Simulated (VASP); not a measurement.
Given:

```xyz
6
Lattice="0.0000 4.3513 4.3513 4.3513 0.0000 4.3513 4.3513 4.3513 0.0000" Properties=species:S:1:pos:R:3 pbc="T T T"
Sc     1.0878     1.0878     1.0878
Sc     1.0878     3.2635     3.2635
Sc     3.2635     1.0878     3.2635
Sc     3.2635     3.2635     1.0878
Cu     6.5270     6.5270     6.5270
Cu     4.3513     4.3513     4.3513
```

Computed with PBE GGA, VASP's PBE PAW potentials (set 64) (plane waves; VASP). Numerical set-up: 300 eV cut-off, 4×4×4 Γ-centred mesh, Fermi-Dirac smearing of 0.10 eV, potentials Sc_sv Cu.

At this cut-off the stress carries a Pulay error, which pulls relaxed volumes low. Energy and stress use the plane-wave basis of the starting cell.

Q: The ions, cell shape and volume are relaxed. Predict the relaxed structure.

A: 
```xyz
6
Lattice="0.0000 3.9806 3.9806 3.9806 0.0000 3.9806 3.9806 3.9806 0.0000" Properties=species:S:1:pos:R:3 pbc="T T T"
Sc     0.9951     0.9951     0.9951
Sc     0.9951     2.9854     2.9854
Sc     2.9854     0.9951     2.9854
Sc     2.9854     2.9854     0.9951
Cu     5.9709     5.9709     5.9709
Cu     3.9806     3.9806     3.9806
```
Space group Fd-3m (227), at a tolerance of 0.03 Å.

Q: How do energy and volume change from the first to the last step?

A: The energy (σ→0) changes by -186.3 meV/atom and the volume by -23.4 %, in 5 ionic steps.

The structure was generated: Sc2Cu was put into an ordered model structure, which need not be its known phase. This run relaxes it. Symmetry was kept, so distortions that lower it aren't found. The k-mesh is coarse (spacing up to 0.34 per Å, 2π included), so the numbers may not be converged in it. The run is one of a series of settings (EDIFFG = -0.01, IBRION = 2, ISIF = 3, NSW = 50 against the base run), some of them coarse on purpose.
